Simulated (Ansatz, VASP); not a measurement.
# Cross-check of SnTe between VASP and Ansatz

Aim: how closely do two programs agree when they are given the same cell, functional and k mesh? The cell is taken from a series of runs on this material, whose earlier steps may have relaxed, scaled, displaced or heated it; both programs get it as it stands.

Program: Ansatz 0.2.0. Level of theory: plane waves, with VASP 6.6.1 beside it; r2SCAN. Results are calculated unless marked as measured.

## Step 1: The starting structure

The structure is cubic, space group Fm-3m (No. 225). Conventional cell: a = 6.370 Å, b = 6.370 Å, c = 6.370 Å, α = 90.00°, β = 90.00°, γ = 90.00°. Nearest to Sn lie 6 Te at 3.19 Å. Te has 6 Sn at 3.19 Å nearest. Farther neighbours and most contacts between anions are not listed.

## Step 2: Ansatz: elastic constants, r2SCAN

Ansatz runs on its default PAW (the set named soft_2) files.

Elastic constants are differences of stresses under small strains, so they test the stress and the mesh.

input.yaml

```yaml
crystal:
  lattice:
    - [0.0, 3.1850212367, 3.1850212367]
    - [3.1850212367, 0.0, 3.1850212367]
    - [3.1850212367, 3.1850212367, 0.0]
  atoms:
    - { symbol: Sn, position: [0.0, 0.0, 0.0] }
    - { symbol: Te, position: [0.5, 0.5, 0.5] }
kpoints:
  mp_grid: { grid: [12, 12, 12] }
hamiltonian:
  xc: r2scan
scf:
  occupations: { method: gaussian, width: 0.01 }
output:
  forces: true
  stress: true
  eigenvalues: true
elastic:
  mode: relaxed_ion
```

On the command line:

```bash
$ ansatz run input.yaml --threads 8 --pin off --max-ram 14336MiB --backend cpu --events-out ev --progress --plain --runs-dir out
```

Numbers of over 12 decimals in the logs are rounded to 6 here.

Log:

```text
Engine: ansatz 0.2.0, x86_64-unknown-linux-gnu
Pseudopotentials: kind: paw
Pseudopotential: Sn, paw, valence charge 14, recommended cutoff 500 eV (meta_gga), Sn.paw.azcp
Pseudopotential: Te, paw, valence charge 16, recommended cutoff 500 eV (meta_gga), Te.paw.azcp
Functional definition: r2SCAN
  parameter k0 = 0.174
  parameter k1 = 0.065
  parameter a1 = 4.9479
  exchange = r2scan_x(k0 = k0, k1 = k1, a1 = a1)
  correlation = r2scan_c
Crystal: 2 atoms, lattice volume = 64.620 Å³
Basis set: ecut = 500 eV, 1639 PW (Γ), exchange–correlation on 144×144×144 points (64 copies of the dense FFT grid, shifted against one another)
Bands: 19, of which v1, the nominal top of the filled ones, is band 15 counted from 1 (14 counted from 0)
Symmetry: 48 space group operations
Space group: Fm-3m (ITA 225), of the structure as read, at distance tolerance 4.0e-5 Å
k-points: 72 of 1728
Non-local potential: Sn, projectors of the file, l = 0: 2, l = 1: 2, l = 2: 2, l = 3: 2
Non-local potential: Te, projectors of the file, l = 0: 2, l = 1: 2, l = 2: 2, l = 3: 2
PAW form: soft (Blöchl's): semilocal exchange-correlation on the pseudo side does not see the compensation charge
PAW frozen core: Sn, regenerated for the run's functional (the file was generated under x = pbe(κ = 0.804, μ = 0.219515), c = pbe(β = 0.066725))
PAW frozen core: Te, regenerated for the run's functional (the file was generated under x = pbe(κ = 0.804, μ = 0.219515), c = pbe(β = 0.066725))
PAW one-centre angular grid: Sn, 590 points (default); XC on 249 of its mesh's 2787 points in the sphere
PAW one-centre angular grid: Te, 590 points (default); XC on 160 Gauss nodes
Initial density: superposition of atomic densities (neutral atoms: chi_scale 0, normalization atom), corrected by the library's trained network
Initial wavefunctions: pseudopotential atomic-orbital guess
Functional: x = r2scan, c = r2scan; τ floored in thin density (d = 2e-4 eV/Å³)
SCF iter   1: F=—  HF=-13033.979253 eV  |F-HF|=—  |Δ(HF+E_count)|=         —  Δρ=3.47e-3  dr2=5.28e-3  dr2_τ=5.69e-4  ethr=1.77e-3  ⟨swp⟩=6.7  Hψ=7471  notcnv=0
preconditioner: auto → none  [insulator: Δε(μ)=0.106 eV  Ē_g=9.012 eV  σ=0.010 eV  W_gap=1.00  n_scr=14 (ndim 8)  ℏωp=14.6 eV  f_vac=0.012  D(μ)=0.00/eV (n_scr^D=0)  ε∞_Penn≈3.6]
SCF iter   2: F=—  HF=-13033.987554 eV  |F-HF|=—  |Δ(HF+E_count)|=   8.30e-3  Δρ=1.33e-3  dr2=8.47e-4  dr2_τ=3.00e-5  ethr=1.76e-5  ⟨swp⟩=2.9  Hψ=3154  notcnv=0
SCF iter   3: F=—  HF=-13033.987885 eV  |F-HF|=—  |Δ(HF+E_count)|=   3.31e-4  Δρ=4.32e-4  dr2=6.03e-5  dr2_τ=3.98e-6  ethr=2.82e-6  ⟨swp⟩=2.0  Hψ=2736  notcnv=0
SCF iter   4: F=—  HF=-13033.987892 eV  |F-HF|=—  |Δ(HF+E_count)|=   6.84e-6  Δρ=1.11e-4  dr2=3.20e-6  dr2_τ=1.03e-7  ethr=2.01e-7  ⟨swp⟩=2.0  Hψ=2066  notcnv=0
SCF iter   5: F=—  HF=-13033.987894 eV  |F-HF|=—  |Δ(HF+E_count)|=   2.30e-6  Δρ=2.91e-5  dr2=1.29e-6  dr2_τ=4.56e-9  ethr=1.07e-8  ⟨swp⟩=2.0  Hψ=2449  notcnv=0
SCF iter   6: F=—  HF=-13033.987894 eV  |F-HF|=—  |Δ(HF+E_count)|=   4.26e-7  Δρ=7.00e-6  dr2=4.08e-8  dr2_τ=3.31e-10  ethr=4.31e-9  ⟨swp⟩=3.0  Hψ=2461  notcnv=0
SCF iter   7: F=—  HF=-13033.987894 eV  |F-HF|=—  |Δ(HF+E_count)|=   5.43e-9  Δρ=1.23e-6  dr2=4.34e-10  dr2_τ=1.83e-11  ethr=1.36e-10  ⟨swp⟩=2.0  Hψ=2088  notcnv=0
SCF iter   8: F=—  HF=-13033.987894 eV  |F-HF|=—  |Δ(HF+E_count)|=  4.73e-10  Δρ=1.55e-7  dr2=2.76e-11  dr2_τ=2.39e-13  ethr=1.45e-12  ⟨swp⟩=2.1  Hψ=1791  notcnv=0
SCF iter   9: F=—  HF=-13033.987894 eV  |F-HF|=—  |Δ(HF+E_count)|=  1.09e-11  Δρ=2.35e-8  dr2=1.89e-13  dr2_τ=4.61e-15  ethr=9.19e-14 (applied; sched 1.00e-12)  ⟨swp⟩=2.0  Hψ=1868  notcnv=0
SCF iter  10: F=-13033.987894 eV  HF=-13033.987894 eV  |F-HF|=1.82e-12  |Δ(HF+E_count)|=  3.64e-12  Δρ=2.10e-9  dr2=2.57e-15  dr2_τ=9.01e-17  ethr=1.00e-12  ⟨swp⟩=5.1  Hψ=4863  notcnv=0
SCF 1 converged in 10 iterations: F = -13033.987894 eV  dr2 = 2.57e-15
  greatest PAW one-centre occupation: 0.997 electrons in one spin orbital (limit 2), on the Te atom at site 1 (counted from 0), in its partial waves of l = 2
Initial density: handed on by an earlier stage of this run
Initial wavefunctions: those handed on with the density
[...]
preconditioner: auto → none  [insulator: Δε(μ)=0.133 eV  Ē_g=8.995 eV  σ=0.010 eV  W_gap=1.00  n_scr=14 (ndim 8)  ℏωp=14.6 eV  f_vac=0.015  D(μ)=0.00/eV (n_scr^D=0)  ε∞_Penn≈3.6]
[...]
SCF 2 converged in 2 iterations: F = -13033.987894 eV  dr2 = 2.00e-16
Crystal: 2 atoms, lattice volume = 64.362 Å³
[...]
SCF 7 converged in 10 iterations: F = -13033.987834 eV  dr2 = 1.90e-16
[...]
preconditioner: auto → none  [insulator: Δε(μ)=0.109 eV  Ē_g=8.995 eV  σ=0.010 eV  W_gap=1.00  n_scr=14 (ndim 8)  ℏωp=14.6 eV  f_vac=0.014  D(μ)=0.00/eV (n_scr^D=0)  ε∞_Penn≈3.6]
[...]
SCF iter   3: F=—  HF=-13033.987834 eV  |F-HF|=—  |Δ(HF+E_count)|=   1.09e-7  Δρ=1.07e-6  dr2=9.14e-11  dr2_τ=1.65e-10  ethr=1.13e-12  ⟨swp⟩=2.0  Hψ=6736  notcnv=0
SCF iter   4: F=—  HF=-13033.987834 eV  |F-HF|=—  |Δ(HF+E_count)|=   7.74e-9  Δρ=1.02e-7  dr2=3.28e-12  dr2_τ=1.17e-12  ethr=3.05e-13 (applied; sched 1.00e-12)  ⟨swp⟩=2.0  Hψ=6735  notcnv=0
SCF iter   5: F=—  HF=-13033.987834 eV  |F-HF|=—  |Δ(HF+E_count)|=  5.82e-11  Δρ=2.62e-8  dr2=6.23e-13  dr2_τ=1.07e-14  ethr=1.09e-14 (applied; sched 1.00e-12)  ⟨swp⟩=2.0  Hψ=6720  notcnv=0
SCF iter   6: F=-13033.987834 eV  HF=-13033.987834 eV  |F-HF|=0.00e0  |Δ(HF+E_count)|=  7.28e-12  Δρ=7.16e-9  dr2=4.98e-14  dr2_τ=9.05e-16  ethr=1.00e-12  ⟨swp⟩=3.8  Hψ=20328  notcnv=0
SCF 8 converged in 6 iterations: F = -13033.987834 eV  dr2 = 4.98e-14
SCF iter   1: F=—  HF=-13033.987879 eV  |F-HF|=—  |Δ(HF+E_count)|=         —  Δρ=2.16e-6  dr2=5.24e-11  dr2_τ=3.11e-12  ethr=1.00e-12  ⟨swp⟩=9.1  Hψ=36937  notcnv=0
preconditioner: auto → none  [insulator: Δε(μ)=0.121 eV  Ē_g=8.995 eV  σ=0.010 eV  W_gap=1.00  n_scr=14 (ndim 8)  ℏωp=14.6 eV  f_vac=0.014  D(μ)=0.00/eV (n_scr^D=0)  ε∞_Penn≈3.6]
SCF iter   2: F=—  HF=-13033.987879 eV  |F-HF|=—  |Δ(HF+E_count)|=   3.01e-8  Δρ=1.08e-6  dr2=1.30e-11  dr2_τ=1.84e-10  ethr=1.75e-13 (applied; sched 1.00e-12)  ⟨swp⟩=2.0  Hψ=8972  notcnv=0
SCF iter   3: F=-13033.987879 eV  HF=-13033.987879 eV  |F-HF|=1.82e-12  |Δ(HF+E_count)|=   7.68e-9  Δρ=1.09e-8  dr2=4.32e-14  dr2_τ=8.99e-15  ethr=1.00e-12  ⟨swp⟩=4.0  Hψ=23693  notcnv=0
SCF 9 converged in 3 iterations: F = -13033.987879 eV  dr2 = 4.32e-14
SCF iter   1: F=—  HF=-13033.987879 eV  |F-HF|=—  |Δ(HF+E_count)|=         —  Δρ=2.16e-6  dr2=5.24e-11  dr2_τ=3.11e-12  ethr=1.00e-12  ⟨swp⟩=9.5  Hψ=39179  notcnv=0
SCF iter   2: F=—  HF=-13033.987879 eV  |F-HF|=—  |Δ(HF+E_count)|=   3.01e-8  Δρ=1.08e-6  dr2=1.30e-11  dr2_τ=1.84e-10  ethr=1.75e-13 (applied; sched 1.00e-12)  ⟨swp⟩=2.0  Hψ=8970  notcnv=0
SCF iter   3: F=-13033.987879 eV  HF=-13033.987879 eV  |F-HF|=7.28e-12  |Δ(HF+E_count)|=   7.68e-9  Δρ=1.02e-8  dr2=3.24e-14  dr2_τ=7.52e-15  ethr=1.00e-12  ⟨swp⟩=4.0  Hψ=23674  notcnv=0
SCF 10 converged in 3 iterations: F = -13033.987879 eV  dr2 = 3.24e-14
SCF converged after 2 iterations
Free energy (F): -13033.987894 eV
Harris-Foulkes:  -13033.987894 eV  (|F-HF|=3.64e-12)
Internal energy: -13033.987894 eV  (E = F + TS)
E sigma→0 (E₀):  -13033.987894 eV
Fermi energy:    9.327364 eV
--- Per-component energies (eV) ---
  E_band       = -387.519057
  E_kinetic    = 364.808657
  E_local      = -2202.767716  (includes V_loc(G=0)·N_el)
  E_nonlocal   = -343.682926
  E_hartree    = 1373.495693
  E_xc         = -490.639705
  E_vxc        = -216.685306  (∫ρ·V_xc dr)
  E_paw        = -8842.118312  (= ΣΔE_a)
  E_vpaw       = -749.560864  (= ΣTr[D̂ρ^β])
  E_aug_tail   = -0.000036  (compensation charges beyond the density's cutoff)
  E_vtau       = 13.377748  (kinetic-family band-sum trace: ∫τ·v_τ [+ j·A + Jᵃ·Aᵃ] dr)
  E_ewald      = -2894.103723
  E_core_change = 1.020175  (= ΣΔE_core)
  E_smearing   = -0.000000  (= −TS)
  E_closure    = 0.000000  (closes the sum)
  Σ components = -13033.987894   (vs F -13033.987894, Δ=0.00e0)
--- Forces (eV/Å), atoms counted from 1 ---
  atom   1  Sn     0.00000000    -0.00000000     0.00000000
  atom   2  Te     0.00000000    -0.00000000    -0.00000000
  max |Σ_I F_I| component: 7.57e-29 eV/Å
--- Stress (GPa, compression-positive) ---
        0.005184       0.000000      -0.000000
        0.000000       0.005184      -0.000000
        0.000000      -0.000000       0.005184
  P = ⅓ Tr σ = 0.0052 GPa (0.052 kbar)
--- Band table (eV; the first three rows and the last of 72) ---
  k-point 0: bands = [... 11 lower, 4.3879, 6.8600, 6.8600, 6.8600, 12.6206, 12.6206, 12.6206, 14.3036]
  k-point 1: bands = [... 11 lower, 4.0116, 6.8719, 6.8719, 7.1484, 12.2740, 12.2740, 12.3166, 14.2524]
  k-point 2: bands = [... 11 lower, 3.2097, 6.9105, 6.9105, 7.6920, 11.5575, 11.5575, 11.6626, 14.3036]
  k-point 71: bands = [... 11 lower, 1.6034, 4.2513, 4.2513, 8.2278, 10.0996, 14.0736, 14.0736, 15.4476]
--- Elastic constants: 2 strain directions × 4 members + reference (group order 48) ---
  dense FFT box of the reference and of every strained cell: 36×36×36
  strains applied: 11, 23; error gains: componentwise 1.00 (the most a stress slope's error grows in a printed constant), spectral 1.73 (1 for all six strains in a standard setting)
  C = ∂σ_k/∂η_j (tension-positive GPa; Voigt order 11 22 33 23 13 12):
       126.768      2.867      2.867      0.000     -0.000     -0.000
         2.867    126.768      2.867     -0.000      0.000     -0.000
         2.867      2.867    126.768     -0.000     -0.000      0.000
        -0.000     -0.000      0.000     18.654     -0.000     -0.000
        -0.000     -0.000     -0.000      0.000     18.654      0.000
        -0.000      0.000     -0.000     -0.000     -0.000     18.654
  reference stress σ⁰ (GPa):     -0.005     -0.005     -0.005     -0.000     -0.000     -0.000
  C* (energy form; C + prestress term) asymmetry max|C*_kj − C*_jk| = 3.109e-15 GPa — a small one proves nothing (zero by symmetry where the batch's group is 432, −43m or m−3m); a large one is finite-difference/SCF noise where every solve meets its electron count
  moduli (Voigt/Reuss/Hill, GPa): K = 44.17/44.17/44.17   G = 35.97/25.89/30.93   E = 75.23   ν = 0.216
  mechanically stable: yes (min eigenvalue of sym C = 18.65 GPa)
  strain η (Voigt 11):  stress-route row diagonal C_11 = 126.77 GPa, energy-path curvature d²(F+E_count+ΔE)/dδ²/Ω₀ = 126.76 GPa
    cells at ±δ against ±2δ: C11 126.78 and 126.81 GPa, apart by 0.02 % of the column's largest entry
         δ    σ_11 (GPa)             F (eV)   n_scf  n_hpsi   n_pw
    -4.000e-3      -0.5253      -13033.9874696       8   62834   1660   relax 0 steps, max|allowed force component| 6.66e-30 eV/Å
    -2.000e-3      -0.2620      -13033.9877866       4   45841   1660   relax 0 steps, max|allowed force component| 3.25e-30 eV/Å
     2.000e-3       0.2451      -13033.9877962       3   44453   1676   relax 0 steps, max|allowed force component| 3.00e-29 eV/Å
     4.000e-3       0.4891      -13033.9874992       7   55407   1676   relax 0 steps, max|allowed force component| 5.66e-29 eV/Å
  strain η (Voigt 23):  stress-route row diagonal C_44 = 18.65 GPa, energy-path curvature d²(F+E_count+ΔE)/dδ²/Ω₀ = 18.65 GPa
    cells at ±δ against ±2δ: C24 0.00 and 0.00 GPa, apart by 0.00 % of the column's largest entry
         δ    σ_23 (GPa)             F (eV)   n_scf  n_hpsi   n_pw
    -4.000e-3      -0.0746      -13033.9878336      10  119025   1660   relax 0 steps, max|allowed force component| 1.10e-28 eV/Å
    -2.000e-3      -0.0373      -13033.9878790       3   77423   1668   relax 0 steps, max|allowed force component| 4.10e-29 eV/Å
     2.000e-3       0.0373      -13033.9878790       3   75204   1668   relax 0 steps, max|allowed force component| 7.89e-30 eV/Å
     4.000e-3       0.0746      -13033.9878336       6   89233   1660   relax 0 steps, max|allowed force component| 1.89e-29 eV/Å
```

(Continued in part 2 of 2.)

[Lines on the potential files, build, host, timing and source positions are cut from VASP's logs without a mark.]

[Logs are printed without paths, hosts, clocks, repeated set-up lines and the standing remarks that a program may print on its own settings, such as how far it seeks lower states.]

[Hosts, paths, dates, database ids (printed as entryN), source tags and the programs' standing remarks are cut or masked in the printed files.]
